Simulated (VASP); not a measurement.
MgB₂ (AlB2 type): the lattice constant a from VASP (plane waves, PAW) at several levels of theory. Static lattice.  The measured value holds thermal and zero-point effects that the static calculation lacks.

| level | lattice constant a (Å) | error against measurement |
|---|---|---|
| LDA | 3.036 | -1.5 % |
| PBE | 3.070 | -0.4 % |
| PBEsol | 3.061 | -0.7 % |
| RPBE | 3.090 | +0.2 % |
| AM05 | 3.061 | -0.7 % |
| PBE-D3(BJ) | 3.050 | -1.1 % |
| optB88-vdW | 3.066 | -0.6 % |
| rev-vdW-DF2 | 3.065 | -0.6 % |
| SCAN | 3.058 | -0.8 % |
| r2SCAN | 3.063 | -0.7 % |

Measured: 3.083 Å at 300 K (as given by I. Loa et al., Physical review. B, Condensed matter (2002), arXiv:cond-mat/0206051).

The cell of the LDA run:

```
MgB2
1.0
    1.51821    -2.62962     0.00000
    1.51821     2.62962     0.00000
    0.00000     0.00000     3.43724
Mg B
1 2
Direct
  0.00000   0.00000   0.00000
  0.33333   0.66667   0.50000
  0.66667   0.33333   0.50000
```

Only levels that ran to the end are used. Left out are those held back, those with too coarse a band path, GW runs whose mesh misses a band edge, hybrids' fits of cells that aren't cubic and levels without matching references; a question may draw on a part of the rest.

The compound is MgB2 in the AlB2 type structure.
